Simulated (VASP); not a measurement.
Computed with PBEsol GGA, VASP's PBE PAW potentials (set 64) (plane waves; VASP).

VASP ran on this input.

### KPOINTS
```
Automatic mesh
0
G
 4 4 4
0 0 0
```

### POSCAR
```
HfCo2
7.0495940
  0.0000000000   0.5000000000   0.5000000000
  0.5000000000   0.0000000000   0.5000000000
  0.5000000000   0.5000000000   0.0000000000
Co Hf
4 2
Cartesian
  0.1286115000   0.1322930000   0.1194855000
  0.1292185000   0.3821280000   0.3739645000
  0.3683395000   0.1236630000   0.3817565000
  0.3782980000   0.3719675000   0.1237775000
  0.7455280000   0.7447375000   0.7524075000
  0.5000045000   0.4952105000   0.4986090000
```

**INCAR**
```
# general
SYSTEM  = HfCo2
PREC    = Accurate
ENCUT   = 300   # plane-wave cut-off (eV)
LREAL   = F   # projection in real space or not
LASPH   = T

# electronic loop
EDIFF   = 1E-6   # SCF stop (eV)
NELM    = 100   # most electronic steps
ALGO    = Normal   # blocked Davidson
LMAXMIX = 6

# smearing
ISMEAR  = 0   # Gaussian
SIGMA   = 0.136   # width (eV)

# functional
GGA     = PS

# spin
ISPIN   = 2   # spin-polarised
MAGMOM  = 4*3.0 2*0.0

# ions
ISIF    = 2

# output
LWAVE   = F
LCHARG  = F
LORBIT  = 11   # lm-projected
```

POTCAR, in this order: Co Hf_pv (PBE.64 set). Program: vasp_std.

The resulting files:

### OUTCAR
```
 ion  position               nearest neighbor table
   1  0.123  0.116  0.141-   4 2.44   2 2.47   3 2.49   3 2.51   2 2.51   4 2.55   5 2.83   6 2.84
                             6 2.92   5 2.97   6 2.98   5 3.00
   2  0.627  0.121  0.137-   1 2.47   3 2.48   4 2.49   4 2.50   3 2.51   1 2.51   5 2.82   6 2.87
                             6 2.91   5 2.95   5 3.00   6 3.01
   3  0.137  0.626  0.110-   4 2.46   2 2.48   1 2.49   1 2.51   2 2.51   4 2.53   6 2.87   5 2.88
                             6 2.90   5 2.94   5 2.95   6 3.00
   4  0.117  0.130  0.626-   1 2.44   3 2.46   2 2.49   2 2.50   3 2.53   1 2.55   5 2.89   6 2.91
                             5 2.92   6 2.93   5 2.93   6 2.94
   5  0.752  0.753  0.738-   2 2.82   1 2.83   3 2.88   4 2.89   4 2.92   4 2.93   3 2.94   3 2.95
                             2 2.95   1 2.97   2 3.00   1 3.00   6 3.02   6 3.05   6 3.05   6 3.09
   6  0.494  0.503  0.497-   1 2.84   2 2.87   3 2.87   3 2.90   2 2.91   4 2.91   1 2.92   4 2.93
                             4 2.94   1 2.98   3 3.00   2 3.01   5 3.02   5 3.05   5 3.05   5 3.09
  LATTYP: Found a face centered cubic cell.
 ALAT       =     7.0495940000
 Subroutine PRICEL returns:
 Original cell was already a primitive cell.
 Subroutine GETGRP returns: Found  1 space group operations
The static configuration has the point symmetry C_1 .
The dynamic configuration has the point symmetry C_1 .
The overall configuration has the point symmetry C_1 .
 Subroutine INISYM returns: Found  1 space group operations
 Subroutine IBZKPT returns following result:
 Found     36 irreducible k-points:

...
```

File OSZICAR:
```
       N       E                     dE             d eps       ncg     rms          rms(c)
DAV:   1     0.308536931600E+03    0.30854E+03   -0.18386E+04  5616   0.111E+03
DAV:   2    -0.345409414898E+02   -0.34308E+03   -0.32681E+03  5644   0.330E+02
DAV:   3    -0.597787663911E+02   -0.25238E+02   -0.22835E+02  6574   0.923E+01
DAV:   4    -0.609563281266E+02   -0.11776E+01   -0.11647E+01  7108   0.193E+01
DAV:   5    -0.610066742580E+02   -0.50346E-01   -0.50296E-01  7890   0.359E+00    0.100E+02
DAV:   6    -0.910247606574E+02   -0.30018E+02   -0.15709E+02  6946   0.148E+02    0.611E+01
DAV:   7    -0.581858610488E+02    0.32839E+02   -0.24252E+02  6811   0.108E+02    0.473E+01
DAV:   8    -0.541978845713E+02    0.39880E+01   -0.16184E+01  7148   0.396E+01    0.143E+01
DAV:   9    -0.539667758825E+02    0.23111E+00   -0.11225E+00  7277   0.685E+00    0.144E+01
DAV:  10    -0.539312158573E+02    0.35560E-01   -0.22995E-01  8774   0.542E+00    0.141E+01
DAV:  11    -0.538219008330E+02    0.10932E+00   -0.26545E-01  8255   0.686E+00    0.108E+01
DAV:  12    -0.538822757204E+02   -0.60375E-01   -0.12602E-01  8179   0.472E+00    0.799E+00
DAV:  13    -0.539297099173E+02   -0.47434E-01   -0.49156E-01  8058   0.955E+00    0.725E+00
DAV:  14    -0.537899193335E+02    0.13979E+00   -0.29699E-01  8567   0.695E+00    0.241E+00
DAV:  15    -0.537935741613E+02   -0.36548E-02   -0.10474E-01  8266   0.354E+00    0.248E+00
DAV:  16    -0.537851356596E+02    0.84385E-02   -0.69662E-02  7810   0.300E+00    0.178E+00
DAV:  17    -0.537864333543E+02   -0.12977E-02   -0.54251E-03  6373   0.556E-01    0.160E+00
DAV:  18    -0.537892869633E+02   -0.28536E-02   -0.24500E-03  7089   0.419E-01    0.147E+00
DAV:  19    -0.537895585769E+02   -0.27161E-03   -0.21154E-03  7011   0.324E-01    0.162E+00
DAV:  20    -0.538007911864E+02   -0.11233E-01   -0.72328E-02  7386   0.199E+00    0.132E+00
DAV:  21    -0.538092245859E+02   -0.84334E-02   -0.38756E-02  7898   0.131E+00    0.227E+00
DAV:  22    -0.538098678971E+02   -0.64331E-03   -0.23117E-03  7278   0.319E-01    0.238E+00
DAV:  23    -0.538085897865E+02    0.12781E-02   -0.37157E-03  7849   0.515E-01    0.185E+00
DAV:  24    -0.538062863349E+02    0.23035E-02   -0.29197E-03  6949   0.353E-01    0.111E+00
DAV:  25    -0.538036748988E+02    0.26114E-02   -0.95069E-03  7135   0.820E-01    0.184E-01
DAV:  26    -0.538038202626E+02   -0.14536E-03   -0.88874E-04  7760   0.239E-01    0.135E-01
DAV:  27    -0.538038576796E+02   -0.37417E-04   -0.21521E-04  8445   0.113E-01    0.157E-01
DAV:  28    -0.538038346132E+02    0.23066E-04   -0.10520E-04  6906   0.666E-02    0.120E-01
DAV:  29    -0.538038319897E+02    0.26235E-05   -0.27749E-05  7891   0.364E-02    0.637E-02
DAV:  30    -0.538038284143E+02    0.35754E-05   -0.15038E-05  6759   0.281E-02    0.149E-02
DAV:  31    -0.538038287257E+02   -0.31135E-06   -0.32994E-06  4532   0.132E-02
   1 F= -.53803829E+02 E0= -.53758947E+02  d E =-.897635E-01  mag=     2.9133
```

File OUTCAR:
```
------------------------ aborting loop because EDIFF is reached ----------------------------------------
  FORCE on cell =-STRESS in cart. coord.  units (eV):
  Direction    XX          YY          ZZ          XY          YZ          ZX
  --------------------------------------------------------------------------------------
  Total      -10.2766724    -10.2780843    -10.3150236     -0.1622820      0.1883774     -0.0018692
  in kB     -187.9882783   -188.0141052   -188.6898250     -2.9685795      3.4459348     -0.0341936
  external PRESSURE =    -188.2307361 kB  Pullay stress =       0.0000000 kB
  volume of cell :       87.59
      direct lattice vectors                 reciprocal lattice vectors
     0.000000000  3.524797000  3.524797000    -0.141852141  0.141852141  0.141852141
     3.524797000  0.000000000  3.524797000     0.141852141 -0.141852141  0.141852141
     3.524797000  3.524797000  0.000000000     0.141852141  0.141852141 -0.141852141
 POSITION                                       TOTAL-FORCE (eV/Angst)
 -----------------------------------------------------------------------------------
      0.90666      0.93261      0.84232        -0.109001     -0.182124      0.223395
      0.91094      2.69385      2.63630        -0.147796     -0.174301      0.013674
      2.59664      0.87177      2.69123         0.088051      0.018273     -0.198266
      2.66685      2.62222      0.87258         0.076677      0.094575      0.039052
      5.25567      5.25010      5.30417         0.194837      0.132950     -0.183295
      3.52483      3.49103      3.51499        -0.102768      0.110627      0.105440
 -----------------------------------------------------------------------------------
    total drift:                               -0.000115      0.000368     -0.000025
  FREE ENERGIE OF THE ION-ELECTRON SYSTEM (eV)
  ---------------------------------------------------
  free  energy   TOTEN  =       -53.8038287257 eV

  energy  without entropy=      -53.7140652733  energy(sigma->0) =      -53.75894700

 total charge

# of ion       s       p       d       tot
------------------------------------------
    1        0.486   0.482   7.234   8.202
    2        0.486   0.480   7.234   8.200
    3        0.485   0.481   7.232   8.198
    4        0.485   0.484   7.230   8.200
    5        0.377   6.434   1.498   8.309
    6        0.377   6.434   1.497   8.308
--------------------------------------------------
tot          2.695  14.796  31.926  49.418

 magnetization (x)

# of ion       s       p       d       tot
------------------------------------------
    1       -0.002  -0.008   0.867   0.857
    2       -0.002  -0.009   0.862   0.851
    3       -0.002  -0.008   0.871   0.861
    4       -0.001  -0.008   0.885   0.876
    5        0.003  -0.043  -0.153  -0.193
    6        0.003  -0.043  -0.153  -0.193
--------------------------------------------------
tot         -0.001  -0.118   3.178   3.059
```
(Selected blocks of OUTCAR.)

At this cut-off the stress carries a Pulay error, which pulls relaxed volumes low.

The structure was generated: HfCo2 was put into an ordered model structure, which need not be its known phase. The cell was not relaxed at this level, atoms are displaced from their ideal sites. The k-mesh is coarse (spacing up to 0.39 per Å, 2π included), so the numbers may not be converged in it.
